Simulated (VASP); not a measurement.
Consider the following.

```
CELL_PARAMETERS angstrom
      0.00000     2.33250     2.33250
      2.33250     0.00000     2.33250
      2.33250     2.33250     0.00000
ATOMIC_POSITIONS crystal
  Co 0.00000 0.00000 0.00000
  C  0.25000 0.25000 0.25000
```
Starting moments (μB, in the order of the record's atoms Co C): 3.0 0.0.

Computed with PBEsol GGA, VASP's PBE PAW potentials (set 64) (plane waves; VASP 6.6.1). Settings: 520 eV cut-off, 12×12×12 Γ-centred mesh, first-order Methfessel-Paxton smearing of 0.10 eV, potentials Co C.

Energy and stress use the plane-wave basis of the starting cell.

Q: The ions, cell shape and volume are relaxed. Give the cell that the relaxation ends in.

A: 
```
CELL_PARAMETERS angstrom
      0.00000     2.10916     2.10916
      2.10916     0.00000     2.10916
      2.10916     2.10916     0.00000
ATOMIC_POSITIONS crystal
  Co 0.00000 0.00000 0.00000
  C  0.25000 0.25000 0.25000
```
Space group F-43m (216), at a tolerance of 0.03 Å. The cell ends with 0.00 μB, on the sites 0.00 0.00 μB.

Q: How do energy and volume change from the first to the last step?

A: The energy (σ→0) changes by -554.3 meV/atom and the volume by -26.1 %, in 7 ionic steps.

```
step  E(σ→0) (eV)  max force (eV/Å)  pressure (GPa)  volume (Å³)
----  -----------  ----------------  --------------  -----------
1        -15.1855             0.000          -40.94        25.38
2        -15.5100             0.000           85.41        15.23
3        -16.2927             0.000           -2.52        18.94
4        -16.2940             0.000           -0.52        18.80
5        -16.2937             0.000            1.14        18.69
6        -16.2937             0.000           -1.22        18.85
7        -16.2940             0.000           -0.02        18.77
```

The structure was generated: CoC was put into the zinc blende type (F-43m), which need not be its known phase. This run relaxes it. Symmetry was kept, so distortions that lower it aren't found.
